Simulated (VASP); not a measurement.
PbO (litharge): the band gap from VASP (plane waves, PAW) at several levels of theory. Gaps are without spin-orbit coupling. Each level names its cell: its own relaxed one, PBE's, or the starting one. A gap is the smallest over the k-mesh and a band path; hybrids may have named points in place of the path, and GW has the mesh alone. Without a dispersion term in the relaxation, distances and binding between the weakly bound layers, chains or molecules are unreliable, and so is what depends on them.

```csv
level,band gap (eV)
LDA (own cell),1.00
PBE (own cell) [volume +13 % from the start],1.68
RPBE (own cell) [volume +41 % from the start],1.81
AM05 (own cell),1.56
PW91 (own cell) [volume +12 % from the start],1.64
PBE-D3 (zero damping) (own cell),1.34
PBE-D3(BJ) (own cell),1.26
optB88-vdW (own cell),1.37
r2SCAN (own cell),1.77
```

The cell of the LDA (own cell) run:

```yaml
crystal:
  lattice:
    - [3.94439, 0.00000, 0.00000]
    - [0.00000, 3.94439, 0.00000]
    - [0.00000, 0.00000, 4.88783]
  atoms:
    - { symbol: Pb, position: [0.50000, 0.00000, 0.75795] }
    - { symbol: Pb, position: [0.00000, 0.50000, 0.24205] }
    - { symbol: O, position: [0.50000, 0.50000, 0.00000] }
    - { symbol: O, position: [0.00000, 0.00000, 0.00000] }
```

Only levels that ran to the end are used. Left out are those held back, those with too coarse a band path, GW runs whose mesh misses a band edge, hybrids' fits of cells that aren't cubic and levels without matching references; a question may draw on a part of the rest.

The compound is PbO in the litharge structure.
